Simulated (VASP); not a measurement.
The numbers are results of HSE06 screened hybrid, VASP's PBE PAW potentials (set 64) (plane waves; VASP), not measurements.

Input for VASP

File POSCAR:
```
C64
16.1704760
  0.4949170680  -0.0080315390   0.0058305167
 -0.0082150956   0.4887940474   0.0018325167
  0.0059316475   0.0018887306   0.5000000150
C
64
direct
  0.5355499178   0.5641463193   0.6196392477
  0.0031953358   0.0261409116   0.9573340775
  0.2340099948   0.0145600762   0.4643479687
  0.5624447257   0.1903666054   0.8734644636
  0.9356330297   0.2573091548   0.4549608226
  0.5528290874   0.9018117486   0.6192010956
  0.4689841897   0.0496068499   0.9733707267
  0.5020207757   0.0724536497   0.3539956714
  0.8472603886   0.0785364417   0.6947104459
  0.3158736601   0.1274887092   0.0061827837
  0.2416993434   0.4149734624   0.4113890139
  0.5911036664   0.3277199611   0.9943979745
  0.2972744390   0.3090666762   0.0139820516
  0.3866223471   0.8871379868   0.6904461721
  0.2391343416   0.9539336609   0.6340471932
  0.7012378563   0.7314267628   0.2002820396
  0.0778962984   0.7009060597   0.5851744471
  0.4365368477   0.4231990034   0.0271804937
  0.9268922873   0.5523129651   0.9562613550
  0.1212529560   0.3552139077   0.0358571679
  0.7399889737   0.3197509522   0.0810361956
  0.5509268270   0.7631631692   0.3300895299
  0.4197263358   0.6310827932   0.2800182896
  0.8583629511   0.0162227722   0.0958799954
  0.1852915490   0.8903572631   0.3509406333
  0.9620559118   0.9807115028   0.7962461052
  0.3681062865   0.3164554298   0.4868404573
  0.6652516989   0.1126065256   0.4294501811
  0.4542124435   0.5840328548   0.1206034975
  0.3472053791   0.7388049651   0.7990120124
  0.5779930578   0.7253780602   0.0552271694
  0.2680222088   0.5872480395   0.3752341836
  0.5007070138   0.6340281616   0.7908826861
  0.1644744867   0.0234710005   0.0465737470
  0.0966625262   0.8512076893   0.7124962527
  0.4912685722   0.3730789939   0.5985523227
  0.0576538620   0.6873968617   0.9894902745
  0.5644248785   0.2207641094   0.7014274825
  0.8496540963   0.8483302250   0.1627985726
  0.6323873890   0.6727034024   0.8903825774
  0.8316595749   0.6026609488   0.6846525002
  0.7805349204   0.5742058322   0.2452827992
  0.1593971397   0.7205235382   0.4294460720
  0.8044673936   0.1686863840   0.1616555362
  0.8626910136   0.4654050691   0.1235595014
  0.0201372800   0.3647320269   0.7252197943
  0.6573165397   0.0673643638   0.6130188992
  0.3617804780   0.1423842228   0.4249155576
  0.0253443497   0.3776234817   0.1776386382
  0.5056480274   0.9080335647   0.0804868484
  0.0169858938   0.7838454181   0.1259936949
  0.7977371469   0.5436001355   0.4054707574
  0.1444865489   0.9090060504   0.1803910836
  0.9375997736   0.4517866434   0.4578561595
  0.8011958482   0.1787806819   0.3508259760
  0.1807872405   0.7438819185   0.8535955238
  0.0677420791   0.3648520311   0.3562285626
  0.7960424929   0.6158069420   0.8468732940
  0.7168438408   0.6230410970   0.5507547148
  0.0303713468   0.4055436860   0.8917124346
  0.5847658261   0.7462929119   0.5161716594
  0.9882544898   0.5264658685   0.6212378815
  0.4972335042   0.9256120405   0.2508220347
  0.9509093142   0.2194344588   0.6329546986
```

### INCAR
```
AEXX=0.25
ALGO=Normal
EDIFF=1E-5
ENCUT=500
GGA=PE
HFSCREEN=0.2
ISMEAR=0
ISYM=0
LASPH=T
LCHARG=F
LHFCALC=T
LORBIT=11
LREAL=Auto
LWAVE=F
NEDOS=601
NELM=50
NELMIN=4
PREC=Normal
PRECFOCK=Fast
SIGMA=0.05
SYSTEM=C64
```

### KPOINTS
```
Automatic mesh
0
Gamma
1 1 1
0 0 0
```

POTCAR, in this order: C (PBE.64 set). Program: vasp_gam. Read from the step before: WAVECAR.

The resulting files:

File OSZICAR:
```
       N       E                     dE             d eps       ncg     rms          rms(c)
DAV:   1    -0.625639621345E+03   -0.62564E+03   -0.86809E+00   344   0.802E+00    0.397E+00
DAV:   2    -0.625674354663E+03   -0.34733E-01   -0.25126E-01   368   0.135E+00    0.249E+00
DAV:   3    -0.625647947291E+03    0.26407E-01   -0.31822E-02   368   0.476E-01    0.136E+00
DAV:   4    -0.625640844411E+03    0.71029E-02   -0.84460E-03   360   0.238E-01    0.728E-01
DAV:   5    -0.625638899917E+03    0.19445E-02   -0.22958E-03   348   0.129E-01    0.383E-01
DAV:   6    -0.625638405776E+03    0.49414E-03   -0.57826E-04   360   0.643E-02    0.204E-01
DAV:   7    -0.625638260649E+03    0.14513E-03   -0.13136E-04   356   0.327E-02    0.110E-01
DAV:   8    -0.625638223072E+03    0.37577E-04   -0.33905E-05   272   0.164E-02    0.606E-02
DAV:   9    -0.625638211695E+03    0.11377E-04   -0.10028E-05   196   0.106E-02    0.337E-02
DAV:  10    -0.625638209628E+03    0.20678E-05   -0.49629E-06   192   0.666E-03
   1 F= -.62563821E+03 E0= -.62563821E+03  d E =-.449310E-13
```

File OUTCAR:
```
------------------------ aborting loop because EDIFF is reached ----------------------------------------
  volume of cell :      511.22
      direct lattice vectors                 reciprocal lattice vectors
     8.003044570 -0.129873809  0.094282231     0.125004196  0.002106518 -0.001490919
    -0.132842006  7.904032412  0.029632667     0.002059648  0.126554200 -0.000502488
     0.095917563  0.030541672  8.085238243    -0.001465227 -0.000488390  0.123701421
 POSITION                                       TOTAL-FORCE (eV/Angst)
 -----------------------------------------------------------------------------------
      4.27052      4.40840      5.07714         0.239086      0.233652     -0.063202
      0.11392      0.23544      7.74135        -0.068645     -0.233781     -0.266239
      1.91540      0.09887      3.77686         0.099720     -0.352922     -0.130551
      4.55976      1.45829      7.12084        -0.078101      0.135705     -0.246801
      7.49737      1.92616      3.77430         0.006975      0.434720     -0.024741
      4.36391      7.07506      5.08523        -0.223909      0.064816     -0.025308
      3.84007      0.36091      7.91562        -0.364343      0.353804      0.097320
      4.04202      0.51829      2.91162        -0.412425      0.132604      0.314954
      6.83686      0.53194      5.69911         0.127181      0.276268     -0.173422
      2.51161      0.96684      0.08355         0.353203     -0.250219     -0.061765
      1.91866      3.26114      3.36126         0.030165      0.391474     -0.126410
      4.78247      2.54391      8.10539         0.114593     -0.095561      0.172581
      2.33938      2.40469      0.15023         0.366695      0.254631     -0.000970
      3.04253      6.98284      5.64516        -0.101152      0.025218     -0.242919
      1.84790      7.52823      5.17724         0.170622     -0.233880     -0.022606
      5.53408      5.69627      1.70712        -0.167786     -0.006253      0.006948
      0.58643      5.54774      4.75939         0.187752      0.010156     -0.332042
      3.44001      3.28911      0.27346        -0.292359     -0.375763     -0.011112
      7.43631      4.27433      7.83536         0.142428     -0.001556      0.038671
      0.92664      2.79297      0.31187        -0.291500      0.069415      0.259729
      5.88746      2.43369      0.73444        -0.139368      0.086483     -0.120328
      4.33937      5.97060      2.74341        -0.045525     -0.010211     -0.245981
      3.30211      4.94214      2.32229         0.181171     -0.026278     -0.432262
      6.87656      0.01967      0.85662         0.022966     -0.021272      0.223654
      1.39828      7.02407      2.88129         0.069376      0.206317      0.199371
      7.64547      7.65095      6.55761         0.203281      0.170111      0.365909
      2.95063      2.46834      3.98030         0.301154      0.095922      0.189045
      5.35027      0.81676      3.53827         0.446807      0.193942     -0.178775
      3.56907      4.56091      1.03524         0.034734      0.268659      0.492448
      2.75720      5.81885      6.51483        -0.372460      0.016967      0.012619
      4.53464      5.66003      0.52251        -0.049530      0.010724      0.210357
      2.10297      4.61828      3.07653        -0.090770     -0.454410      0.115435
      3.99881      4.97051      6.46047         0.508108      0.217789      0.236042
      1.31765      0.16558      0.39276        -0.022818     -0.224777      0.292536
      0.72886      6.73718      5.79504         0.203994      0.002766     -0.025008
      3.93950      2.90331      4.89681        -0.332674     -0.103266     -0.290971
      0.46500      5.45594      8.02607        -0.287656      0.228400      0.322672
      4.55507      1.69305      5.73097         0.097719     -0.227187      0.374374
      6.70274      6.59985      1.42151         0.053441      0.145188     -0.160055
      5.05706      5.26213      7.27851        -0.443631     -0.222389     -0.271724
      6.64142      4.67635      5.63185        -0.052598     -0.037818      0.374647
      6.19390      4.44466      2.07378         0.077654     -0.019600      0.462205
      1.22114      5.68746      3.50855        -0.149829      0.038637      0.310277
      6.43129      1.23376      1.38787         0.075558     -0.177081     -0.102959
      6.85418      3.57031      1.09414         0.024143     -0.038066     -0.048142
      0.18227      2.90239      5.87628        -0.037185      0.096790      0.189226
      5.31038      0.46580      5.02037        -0.055624      0.031527     -0.076894
      2.91719      1.09140      3.47387         0.366932     -0.270431     -0.115441
      0.16971      2.98688      1.44983         0.096376     -0.007872     -0.403717
      3.93382      7.11391      0.72534         0.044242     -0.116264      0.538812
      0.04390      6.19718      1.04352         0.097425     -0.032099     -0.404513
      6.35100      4.20541      3.36965         0.002319      0.095062     -0.431441
      1.05288      7.17156      1.49906        -0.101988      0.114754     -0.241066
      7.48755      3.46315      3.80366         0.043457     -0.254519     -0.006610
      6.42191      1.31975      2.91735        -0.454280     -0.162486      0.179680
      1.42990      5.88226      6.94061         0.411437      0.128356     -0.216666
      0.52784      2.88588      2.89739        -0.247630      0.073714      0.321149
      6.37019      4.78984      6.94047         0.098212     -0.081078     -0.469261
      5.70699      4.84826      4.53903        -0.254704      0.030706      0.059344
      0.27472      3.22872      7.22459        -0.057063      0.029079     -0.089005
      4.63028      5.83854      4.25062         0.065789     -0.283217      0.182361
      7.89870      4.05183      5.13163        -0.194428     -0.011191     -0.051935
      3.88048      7.25915      2.10226         0.173232     -0.139063     -0.458455
      7.64173      1.63025      5.21375        -0.147964     -0.193847      0.026928
 -----------------------------------------------------------------------------------
    total drift:                                0.195600     -0.020544     -0.191244
  FREE ENERGIE OF THE ION-ELECTRON SYSTEM (eV)
  ---------------------------------------------------
  free  energy   TOTEN  =      -625.6382096276 eV

  energy  without entropy=     -625.6382096276  energy(sigma->0) =     -625.63820963

  exchange ACFDT corr.  =         0.00000000  see jH, gK, PRB 81, 115126

 total charge

# of ion       s       p       d       tot
------------------------------------------
    1        0.811   1.625   0.000   2.436
    2        0.860   1.649   0.000   2.508
    3        0.871   1.739   0.000   2.610
    4        0.862   1.656   0.000   2.518
    5        0.844   1.744   0.000   2.588
    6        0.844   1.671   0.000   2.515
    7        0.850   1.686   0.000   2.536
    8        0.877   1.745   0.000   2.622
    9        0.849   1.591   0.000   2.440
   10        0.869   1.734   0.000   2.603
   11        0.854   1.744   0.000   2.598
   12        0.865   1.707   0.000   2.572
   13        0.863   1.719   0.000   2.582
   14        0.881   1.726   0.000   2.607
   15        0.867   1.739   0.000   2.607
   16        0.852   1.711   0.000   2.563
   17        0.853   1.617   0.000   2.469
   18        0.851   1.679   0.000   2.530
   19        0.848   1.736   0.000   2.584
   20        0.871   1.751   0.000   2.622
   21        0.863   1.686   0.000   2.548
   22        0.843   1.708   0.000   2.551
   23        0.874   1.744   0.000   2.618
   24        0.865   1.682   0.000   2.547
...
```
(Selected blocks of OUTCAR.)
